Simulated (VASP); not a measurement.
The system is Cd2TeO.

```
CELL_PARAMETERS angstrom
4.52890 0.00000 0.00000
0.00000 4.52890 0.00000
0.00000 0.00000 4.72059
ATOMIC_POSITIONS crystal
Cd 0.50000 0.00000 0.50000
Cd 0.00000 0.50000 0.50000
Te 0.50000 0.50000 0.00000
O 0.00000 0.00000 0.50000
```

The cell was built by a generator and needn't be a form met in nature.

| Quantity | Value |
| --- | --- |
| Program | VASP 6.6.1 |
| Task | relaxation of cell and atoms |
| Functional | PBE |
| Potentials or basis | VASP PAW PBE potentials, release 64 (Cd, Te, O) |
| Cutoff | 520 eV |
| k mesh | 4 × 4 × 3 |
| Occupations | gaussian, width 0.15 eV |
| Spin | no spin polarisation |

At the start: pressure -2.1 GPa; volume 24.21 Å³/atom.

**Question.** Where does the relaxation end?

**Answer.** Over 5 steps the energy falls by 30.9 meV/atom and the volume is 22.60 Å³/atom (-6.7 %); space group P4/mmm (No. 123, to 0.05 Å).

The path:
| step | energy change (eV) | largest force (eV/Å) | pressure (GPa) | volume (Å³) |
| --- | --- | --- | --- | --- |
| 1 | 0.0000 | 0.0000 | -2.09 | 96.82 |
| 2 | -0.0832 | 0.0000 | -0.48 | 92.44 |
| 3 | -0.0788 | 0.0000 | 3.44 | 86.47 |
| 4 | -0.1004 | 0.0000 | 1.54 | 89.48 |
| 5 | -0.1236 | 0.0000 | -0.31 | 90.38 |

Final structure:
```cif
data_structure
_symmetry_space_group_name_H-M 'P 1'
_symmetry_Int_Tables_number 1
_cell_length_a 4.5703
_cell_length_b 4.5703
_cell_length_c 4.3270
_cell_angle_alpha 90.000
_cell_angle_beta 90.000
_cell_angle_gamma 90.000
_cell_volume 90.38
loop_
_atom_site_label
_atom_site_type_symbol
_atom_site_fract_x
_atom_site_fract_y
_atom_site_fract_z
_atom_site_occupancy
Cd1 Cd 0.50000 0.00000 0.50000 1
Cd2 Cd 0.00000 0.50000 0.50000 1
Te1 Te 0.50000 0.50000 0.00000 1
O1 O 0.00000 0.00000 0.50000 1
```

Caveat: the k mesh is coarse (spacing up to 0.44 Å⁻¹), so the values aren't converged.
